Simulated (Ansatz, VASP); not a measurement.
# One calculation of GaGe3, two programs

The input INCAR:

```
SYSTEM = GaGe3
ALGO = Normal ; EDIFF = 1E-7
ENCUT = 520 ; GGA = PS
ISIF = 2 ; ISMEAR = -1
LASPH = .True. ; LCHARG = .True.
LELF = .True. ; LREAL = .False.
LVHAR = .True. ; LWAVE = .False.
NBANDS = 36 ; NELM = 100
PREC = Accurate ; SIGMA = 0.03
```

Contents of KPOINTS:

```
k-points
0
Gamma
  4 4 4
  0 0 0
```

Contents of POSCAR:

```
GaGe3
1.0
    0.0000000000      3.3871670000      3.3871670000
    3.3871670000      0.0000000000      3.3871670000
    3.3871670000      3.3871670000      0.0000000000
Ge Ga
3 1
Direct
    0.5000000000      0.5000000000      0.5000000000
    0.7500000000      0.7500000000      0.7500000000
    0.2500000000      0.2500000000      0.2500000000
    0.0000000000      0.0000000000      0.0000000000
```

File input.yaml:

```yaml
crystal:
  lattice:
    - [0.0, 3.387167, 3.387167]
    - [3.387167, 0.0, 3.387167]
    - [3.387167, 3.387167, 0.0]
  atoms:
    - { symbol: Ge, position: [0.5, 0.5, 0.5] }
    - { symbol: Ge, position: [0.75, 0.75, 0.75] }
    - { symbol: Ge, position: [0.25, 0.25, 0.25] }
    - { symbol: Ga, position: [0.0, 0.0, 0.0] }
kpoints:
  mp_grid: { grid: [4, 4, 4] }
scf:
  occupations: { method: fermi_dirac, width: 0.03 }
hamiltonian:
  xc: pbesol
  pseudopotentials: { kind: all_electron, lapw: { basis_error: 0.002 } }
output:
  forces: true
  stress: true
  eigenvalues: true
```

The cell comes from a database or a generator and needn't be the stable form of this composition.

Alike in both runs: task single point; functional PBEsol; k mesh 4 × 4 × 4; occupations fermi-dirac, width 0.03 eV; no spin polarisation.

```csv
,VASP,Ansatz
version,VASP 6.6.1,Ansatz 0.2.0
potentials or method,"VASP PAW PBE potentials, release 64 (Ge_d, Ga_d)","all-electron LAPW, scalar-relativistic"
plane-wave cutoff (eV),520,see its input
```

```csv
,VASP,Ansatz,Ansatz less VASP
gap on the k mesh at the Fermi level (eV),none,none,-
pressure (GPa),-3.1,-3.1,+0.02
```

A gap of «none» marks a metal or a gap that the smearing closes. Ansatz ran all-electron here, so the differences hold the error of VASP's frozen core and of both bases.

Caveats: the k mesh is coarse (spacing up to 0.40 Å⁻¹), so the values aren't converged; the PAW data sets were made with another functional, which shifts forces and pressure a little (VASP); the k mesh is thin for a metal, which can move the energy by tens of meV per atom (Ansatz).
